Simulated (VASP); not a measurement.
Given:

```yaml
crystal:
  lattice:
    - [0.00000, 2.19837, 2.19837]
    - [2.19837, 0.00000, 2.19837]
    - [2.19837, 2.19837, 0.00000]
  atoms:
    - { symbol: Cr, position: [0.00000, 0.00000, 0.00000], spin: 2.3 }
    - { symbol: N, position: [0.25000, 0.25000, 0.25000], spin: -0.1 }
```

These are r2SCAN meta-GGA, VASP's PBE PAW potentials (set 64) (plane waves; VASP) values and carry that method's errors. Run with 520 eV cut-off, 16×16×16 Γ-centred mesh, tetrahedra with Blöchl corrections, potentials Cr_pv N.

Q: Predict the cell moment, energy per atom (σ→0), band gap (over mesh and band path) with the smallest direct gap where there is one.

A: 
| Property | Result |
|---|---|
| band gap (over mesh and band path) | none (metal, semimetal or under 0.01 eV) |
| cell moment | 2.14 μB |
| energy per atom (σ→0) | -12.780 eV/atom |

Q: Give the moment on each site (PAW-sphere projection).

A: 
| site | moment (μB) |
|---|---|
| Cr1 | 2.33 |
| N2 | -0.13 |

Only differences to runs with the same potentials and settings are physical.

The structure was generated: CrN was put into the zinc blende type (F-43m), which need not be its known phase. It was relaxed first, which changed the volume by -25 %.
